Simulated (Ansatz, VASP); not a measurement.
# EuCd2Sb2: VASP beside Ansatz, part 3 of 3

Wanted: the spread between two codes on one cell, functional and k mesh. The cell is taken from a series of VASP runs on this material, whose earlier steps may have relaxed, scaled or displaced it; both programs get it as it stands. Other levels of theory on this material are compared in a session of their own.

VASP 6.6.1 and Ansatz 0.2.0.

So far. Step 3 (VASP: band structure, r2SCAN with rVV10, DFT+U): The run ends at a pressure of -0.05 GPa, with forces up to 0.0063 eV/Å.

## 4. Comparison

Known differences besides the potentials themselves: U acts on the PAW sphere in VASP and on atomic orbitals in Ansatz, so only states and trends compare; VASP keeps PBE cores, Ansatz makes them for the functional; the data sets hold 87 valence electrons in Ansatz (default PAW (the set named soft_2) files) and 51 in VASP; the cutoff is 500 eV in Ansatz and 450 eV in VASP; site moments are counted in spheres of each program's own size. Total energies have different zeros and are not compared.

Both answers:

| quantity | Ansatz | VASP | difference |
| --- | --- | --- | --- |
| pressure (GPa) | -0.29 | -0.05 | -0.24 |
| pressure without Ansatz's Pulay correction (GPa) | -0.34 | -0.05 | -0.29 |
| total moment (μB) | 7.00 | 7.00 | 0.00 |
| moment on Eu1 (μB) | 6.97 | 6.67 | +0.30 |

At this near-relaxed geometry the largest component of a force difference is 9 meV/Å. Ansatz's pressure holds a Pulay correction of 0.05 GPa; VASP's holds none.

## 5. VASP: band structure, r2SCAN with rVV10, DFT+U, spin-orbit coupling

With cell and atoms fixed, the geometry can't cause a difference; cores, projectors, grids and the points listed under the comparison can.

The input, INCAR:

```
SYSTEM = EuCd2Sb2
PREC = Accurate
ENCUT = 450
EDIFF = 1E-06
NELM = 150
ISMEAR = 1
SIGMA = 0.2
LREAL = .FALSE.
ALGO = Normal
METAGGA = R2SCAN
LUSE_VDW = .TRUE.
IVDW_NL = 2
BPARAM = 11.95
CPARAM = 0.0093
LASPH = .TRUE.
LNONCOLLINEAR = .TRUE.
MAGMOM = 0 0 6.668 0 0 -0.009 0 0 -0.009 0 0 -0.026 0 0 -0.026
NBANDS = 62
GGA_COMPAT = .FALSE.
LSORBIT = .TRUE.
LORBMOM = .TRUE.
ISYM = -1
LDAU = .TRUE.
LDAUTYPE = 2
LDAUL = 3 -1 -1
LDAUU = 6 0 0
LDAUJ = 0 0 0
LDAUPRINT = 1
LMAXMIX = 6
AMIX = 0.2
BMIX = 1E-04
AMIX_MAG = 0.8
BMIX_MAG = 1E-04
LORBIT = 11
LWAVE = .FALSE.
LCHARG = .FALSE.
KPAR = 4
```

The input, POSCAR:

```
EuCd2Sb2
1.0
    4.7192147267      0.0000000000      0.0000000000
   -2.3596073633      4.0869598392      0.0000000000
    0.0000000000      0.0000000000      7.7228826257
Eu Cd Sb
1 2 2
Direct
    0.0000000000      0.0000000000      0.0000000000
    0.6666666700      0.3333333300      0.3670511780
    0.3333333300      0.6666666700      0.6329488220
    0.6666666700      0.3333333300      0.7531574758
    0.3333333300      0.6666666700      0.2468425242
```

The input, KPOINTS:

```
Automatic mesh
0
Gamma
5 5 3
0 0 0
```

The input, KPOINTS_OPT:

```
Line mode
16
Line-mode
Reciprocal
  0.00000000   0.00000000   0.00000000 GAMMA
  0.50000000   0.00000000   0.00000000 M

  0.50000000   0.00000000   0.00000000 M
  0.33333333   0.33333333   0.00000000 K

  0.33333333   0.33333333   0.00000000 K
  0.00000000   0.00000000   0.00000000 GAMMA

  0.00000000   0.00000000   0.00000000 GAMMA
  0.00000000   0.00000000   0.50000000 A

  0.00000000   0.00000000   0.50000000 A
  0.50000000   0.00000000   0.50000000 L

  0.50000000   0.00000000   0.50000000 L
  0.33333333   0.33333333   0.50000000 H

  0.33333333   0.33333333   0.50000000 H
  0.00000000   0.00000000   0.50000000 A

  0.50000000   0.00000000   0.50000000 L
  0.50000000   0.00000000   0.00000000 M

  0.33333333   0.33333333   0.00000000 K
  0.33333333   0.33333333   0.50000000 H
```

PAW data sets: Eu, Cd and Sb (PBE family, release 64).

Launch:

```
> mpirun -np 4 vasp_ncl
```

Numbers of over 12 decimals in the logs are rounded to 6 here.

What it wrote:

```text
[banner, memory and clock lines left out]
running    4 mpi-ranks, on    1 nodes
[...]
[... a notice as in an earlier step ...]

 [... a notice as in an earlier step ...]

 LDA part: xc-table for (None), standard interpolation
 POSCAR, INCAR and KPOINTS ok, starting setup
[...]
entering main loop
       N       E                     dE             d eps       ncg     rms          rms(c)
Total rVV10 correction in eV:      1.6062078    65.9557333
Total rVV10 correction in eV:      1.6062078    65.9557333
Total rVV10 correction in eV:      1.6062078    65.9557333
Total rVV10 correction in eV:      1.6062078    65.9557333
DAV:   1     0.421594014130E+03    0.42159E+03   -0.18029E+04 13290   0.458E+03
DAV:   2    -0.119963859087E+02   -0.43359E+03   -0.41100E+03 16118   0.860E+02
DAV:   3    -0.124753099966E+03   -0.11276E+03   -0.10906E+03 14402   0.298E+02
DAV:   4    -0.136089793264E+03   -0.11337E+02   -0.11203E+02 16274   0.112E+02
DAV:   5    -0.138289198182E+03   -0.21994E+01   -0.21849E+01 18428   0.353E+01    0.598E+01
[...]
Total rVV10 correction in eV:      1.6441892    65.9557328
Total rVV10 correction in eV:      1.6441892    65.9557328
Total rVV10 correction in eV:      1.6441892    65.9557328
   1 F= -.13285661E+03 E0= -.13285651E+03  d E =-.315479E-03  mag=     0.0132    -0.0035     6.9711
 Start KPOINTS_OPT (optional k-point list driver)
k-point batch [1-75\144]
       N       E                     dE             ncg
DAV:   1     0.247432731878E+05   -0.20850E+05    13470
DAV:   2    -0.112962980122E+05   -0.36040E+05    16174
DAV:   3    -0.187432782511E+05   -0.74470E+04    16770
DAV:   4    -0.194169584291E+05   -0.67368E+03    18498
[...]
DAV:  21    -0.195649288128E+05   -0.37204E-05     6454
DAV:  22    -0.195649288139E+05   -0.10799E-05     6026
DAV:  23    -0.195649288147E+05   -0.79467E-06     5978
k-point batch [76-144\144]
       N       E                     dE             ncg
DAV:   1     0.257090841296E+05   -0.58295E+05    12560
DAV:   2    -0.716624247130E+04   -0.32875E+05    14866
DAV:   3    -0.137157701971E+05   -0.65495E+04    15148
DAV:   4    -0.142899496516E+05   -0.57418E+03    17040
[...]
DAV:  20    -0.144235818888E+05   -0.85297E-05     6562
DAV:  21    -0.144235818912E+05   -0.24047E-05     5932
DAV:  22    -0.144235818922E+05   -0.99498E-06     5592
```

Parts of OUTCAR (step 5):

```text
  Total        0.0269977      0.0271275     -0.1529939      0.0000865      0.0000290     -0.0000500
  in kB        0.2903940      0.2917906     -1.6456414      0.0009304      0.0003117     -0.0005373
  external PRESSURE =      -0.3544856 kB  Pullay stress =       0.0000000 kB

 POSITION                                       TOTAL-FORCE (eV/Angst)
 -----------------------------------------------------------------------------------
      0.00000      0.00000      0.00000        -0.000004      0.000046      0.000027
      2.35961      1.36232      2.83469         0.000003     -0.000010      0.005908
     -0.00000      2.72464      4.88819        -0.000002     -0.000015     -0.005925
      2.35961      1.36232      5.81655        -0.000003     -0.000008      0.018205
     -0.00000      2.72464      1.90634         0.000006     -0.000014     -0.018214
 -----------------------------------------------------------------------------------
    total drift:                               -0.000009      0.000074      0.000035

  FREE ENERGIE OF THE ION-ELECTRON SYSTEM (eV)
  ---------------------------------------------------
  free  energy   TOTEN  =      -132.8566123802 eV

  energy  without entropy=     -132.8562969007  energy(sigma->0) =     -132.85650722

 magnetization (x)
# of ion       s       p       d       f       tot
--------------------------------------------------
    1       -0.000  -0.000   0.000   0.013   0.013
    2       -0.000  -0.000  -0.000   0.000  -0.000
    3       -0.000  -0.000  -0.000   0.000  -0.000
    4       -0.000  -0.000   0.000   0.000  -0.000
    5       -0.000  -0.000   0.000   0.000  -0.000
--------------------------------------------------
tot         -0.000  -0.000   0.000   0.013   0.012

 magnetization (y)
# of ion       s       p       d       f       tot
--------------------------------------------------
    1        0.000   0.000  -0.000  -0.003  -0.003
    2       -0.000   0.000  -0.000   0.000   0.000
    3        0.000   0.000   0.000   0.000   0.000
    4        0.000  -0.000  -0.000   0.000  -0.000
    5       -0.000   0.000   0.000   0.000   0.000
--------------------------------------------------
tot          0.000   0.000  -0.000  -0.003  -0.003

 magnetization (z)
# of ion       s       p       d       f       tot
--------------------------------------------------
    1       -0.025  -0.188   0.049   6.819   6.655
    2       -0.003  -0.005  -0.001   0.000  -0.009
    3       -0.003  -0.005  -0.001   0.000  -0.009
    4       -0.006  -0.022   0.001   0.000  -0.027
    5       -0.006  -0.022   0.001   0.000  -0.027
--------------------------------------------------
tot         -0.043  -0.242   0.049   6.819   6.583

[... 1 part as in an earlier step ...]

[... 2 further parts left out ...]
[key lines of the parts left out:]
E-fermi :   4.1593
```

DFT+U on an f shell has many metastable occupations, and no search among them was made.

## 6. Ansatz: band structure, r2SCAN with rVV10, DFT+U, spin-orbit coupling

The same cell, functional, mesh and smearing now go to Ansatz, which takes its cutoff from its data sets.

The cell is taken from a series of VASP runs on this material, whose earlier steps may have relaxed, scaled or displaced it; both programs get it as it stands.

The input, input.yaml:

```yaml
crystal:
  lattice:
    - [4.7192147267, 0.0, 0.0]
    - [-2.3596073633, 4.0869598392, 0.0]
    - [0.0, 0.0, 7.7228826257]
  atoms:
    - { symbol: Eu, position: [0.0, 0.0, 0.0], spin: 6.668, spin_axis: [0.0, 0.0, 6.668] }
    - { symbol: Cd, position: [0.66666667, 0.33333333, 0.367051178], spin: 0.009, spin_axis: [0.0, 0.0, -0.009] }
    - { symbol: Cd, position: [0.33333333, 0.66666667, 0.632948822], spin: 0.009, spin_axis: [0.0, 0.0, -0.009] }
    - { symbol: Sb, position: [0.66666667, 0.33333333, 0.7531574758], spin: 0.026, spin_axis: [0.0, 0.0, -0.026] }
    - { symbol: Sb, position: [0.33333333, 0.66666667, 0.2468425242], spin: 0.026, spin_axis: [0.0, 0.0, -0.026] }
hamiltonian:
  xc: r2scan
  pseudopotentials: { kind: paw_fr }
  dispersion: rvv10
  hubbard: { sites: [{ species: Eu, l: f, u_eff: 6.0 }] }
magnetization:
  noncollinear: true
  spin_orbit: true
kpoints:
  mp_grid: { grid: [5, 5, 3] }
  band_path:
    path:
      - [0.0, 0.0, 0.0]
      - [0.13333, 0.0, 0.0]
      - [0.3, 0.0, 0.0]
      - [0.46667, 0.0, 0.0]
      - [0.46667, 0.06667, 0.0]
      - [0.41111, 0.17778, 0.0]
      - [0.35556, 0.28889, 0.0]
      - [0.28889, 0.28889, 0.0]
      - [0.17778, 0.17778, 0.0]
      - [0.06667, 0.06667, 0.0]
      - [0.0, 0.0, 0.03333]
      - [0.0, 0.0, 0.2]
      - [0.0, 0.0, 0.36667]
      - [0.0, 0.0, 0.5]
      - [0.16667, 0.0, 0.5]
      - [0.3, 0.0, 0.5]
      - [0.46667, 0.0, 0.5]
      - [0.46667, 0.06667, 0.5]
      - [0.41111, 0.17778, 0.5]
      - [0.35556, 0.28889, 0.5]
      - [0.28889, 0.28889, 0.5]
      - [0.17778, 0.17778, 0.5]
      - [0.06667, 0.06667, 0.5]
      - [0.5, 0.0, 0.46667]
      - [0.5, 0.0, 0.3]
      - [0.5, 0.0, 0.13333]
      - [0.33333, 0.33333, 0.0]
      - [0.33333, 0.33333, 0.16667]
      - [0.33333, 0.33333, 0.33333]
      - [0.33333, 0.33333, 0.5]
    npoints: 1
scf:
  occupations: { method: methfessel_paxton, width: 0.2 }
  n_extra_bands: 16
output:
  forces: true
  stress: true
  eigenvalues: true
```

Launch:

```
> ansatz run input.yaml --threads 2 --pin off --max-ram 4608MiB --backend cpu --events-out ev --progress --plain --runs-dir out
```

What it wrote:

```text
[...]
Crystal: 5 atoms, lattice volume = 148.953 Å³
Basis set: ecut = 500 eV, 3791 PW (Γ), exchange–correlation on 160×160×256 points (64 copies of the dense FFT grid, shifted against one another)
Bands: 103, of which v1, the nominal top of the filled ones, is band 87 counted from 1 (86 counted from 0)
[...]
k-point 1: bands = [... 83 lower, 9.6796, 9.8362, 10.0723, 10.1881, 10.7256, 10.7487, 12.0420, 12.1104, ... 12 higher]
  k-point 2: bands = [... 83 lower, 9.5339, 9.5487, 9.8730, 9.8923, 11.5654, 11.7144, 12.0192, 12.3106, ... 12 higher]
  k-point 11: bands = [... 83 lower, 8.4151, 8.4596, 8.8667, 8.9023, 11.8716, 12.2069, 12.3055, 12.5462, ... 12 higher]
Occupation matrices written to <dir>
[key lines of the parts left out:]
SCF converged after 17 iterations
Magnetization: |M| = 6.9675 μB,  M = (+0.0000, -0.0000, +6.9675) μB
Free energy (F): -38251.817817 eV
Fermi energy:    10.675574 eV
P = ⅓ Tr σ = -0.3241 GPa (-3.241 kbar)
```

Run time: 4.9 min. Hardware: 2 threads of Arm Neoverse V1, shared host; peak memory 2.2 GiB; 9.7 min of CPU time.

## 7. Differences

What differs besides the data sets and the points named for the pairs above, as far as they apply: spin-orbit coupling enters by fully relativistic files in Ansatz and inside the spheres in VASP; non-collinear GGA is multicollinear in Ansatz and locally collinear in VASP; the data sets hold 87 valence electrons in Ansatz (fully relativistic PAW (standard-fr) files) and 51 in VASP. Total energies have different zeros and are not compared.

Both answers:

| quantity | Ansatz | VASP | difference |
| --- | --- | --- | --- |
| pressure (GPa) | -0.32 | -0.04 | -0.29 |
| pressure without Ansatz's Pulay correction (GPa) | -0.38 | -0.04 | -0.34 |
| moment on Eu1, size (μB) | 6.56 | 6.66 | -0.09 |

At this near-relaxed geometry the largest component of a force difference is 9 meV/Å. Levels from 3 eV below to 2 eV above the Fermi level differ by 127 meV r.m.s. and 675 meV at most; each VASP level is matched to the nearest of Ansatz, which flatters the figure a little. VASP's last cycles still show a density residual of 3e-03, so its state may not be settled. Ansatz's pressure holds a Pulay correction of 0.05 GPa; VASP's holds none.

## 8. Outcome

```yaml
difference_in_total_moment_band_structure_r2scan_with_rvv10_dft_u: 8.3e-4 μB
r_m_s_difference_of_levels_near_the_fermi_level_band_structure_r2scan_with_rvv10_dft_u_spin_orbit_coupling: 127 meV
```

In words: The r.m.s. difference of levels near the Fermi level is 127 meV (band structure, r2SCAN with rVV10, DFT+U, spin-orbit coupling). 4 further runs of this series are not shown here. How closely two codes agree says nothing of how well the functional describes the real material.

[Lines on the potential files, build, host, timing and source positions are cut from VASP's logs without a mark.]

[Logs are printed without paths, hosts, clocks, repeated set-up lines and the standing remarks that a program may print on its own settings, such as how far it seeks lower states.]

[Hosts, paths, dates, database ids (printed as entryN), source tags and the programs' standing remarks are cut or masked in the printed files.]
